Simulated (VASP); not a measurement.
Energy against volume of PbF$_{2}$ (fluorite). These are PW91 GGA, VASP's PBE PAW potentials (set 64) (plane waves; VASP 6.6.1) values and carry that method's errors.

```tsv
V (Å³/atom)	E (eV/atom)
16.832	-4.81053
17.369	-4.82300
17.906	-4.82724
18.443	-4.82455
18.981	-4.81603
```

Task: Fit a third-order Birch-Murnaghan equation of state.

Result: 
```yaml
volume_per_atom: 17.95 Å^3/atom
bulk_modulus: 679 kbar
pressure_derivative_of_the_bulk_modulus: 4.79
lattice_constant_a: 5.995 Å
```

Measured: bulk modulus 64.0 GPa (computed value off by +6.0 %), a 5.940 Å (computed value off by +0.9 %), as given by E. Cadelano et al., The European Physical Journal B (2011), arXiv:1107.5962. The calculation is for a static lattice, while the measured bulk modulus, a hold thermal and zero-point effects, which are part of the difference.

The compound is PbF2 in the fluorite structure, the β form. It was relaxed first.
